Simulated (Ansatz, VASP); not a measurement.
# Two plane-wave programs on Rb3ClO

```xyz
5
Lattice="5.0166 0.0000 0.0000 0.0000 5.0166 0.0000 0.0000 0.0000 5.0166" Properties=species:S:1:pos:R:3 pbc="T T T"
Rb    0.0000    0.0000    2.5083
Rb    0.0000    2.5083    0.0000
Rb    2.5083    0.0000    0.0000
Cl    2.5083    2.5083    2.5083
O     0.0000    0.0000    0.0000
```

Alike in both runs: functional LDA; k mesh 4 × 4 × 4; no spin polarisation.

Ansatz relaxed the structure, and its values are those at the end. VASP's run is a single point on that final structure, the one shown.

|  | VASP | Ansatz |
| --- | --- | --- |
| version | VASP 6.6.1 | Ansatz 0.2.0 |
| potentials or method | VASP PAW LDA potentials, release 64 (Rb_sv, Cl, O) | plane waves, PAW |
| plane-wave cutoff (eV) | 520 | 450 |
| occupations | gaussian, width 0.01 eV | fixed |
| valence electrons in the cell | 40 | 40 |

|  | VASP | Ansatz | Ansatz less VASP |
| --- | --- | --- | --- |
| pressure (GPa) | 5.3 | 5.0 | -0.31 |
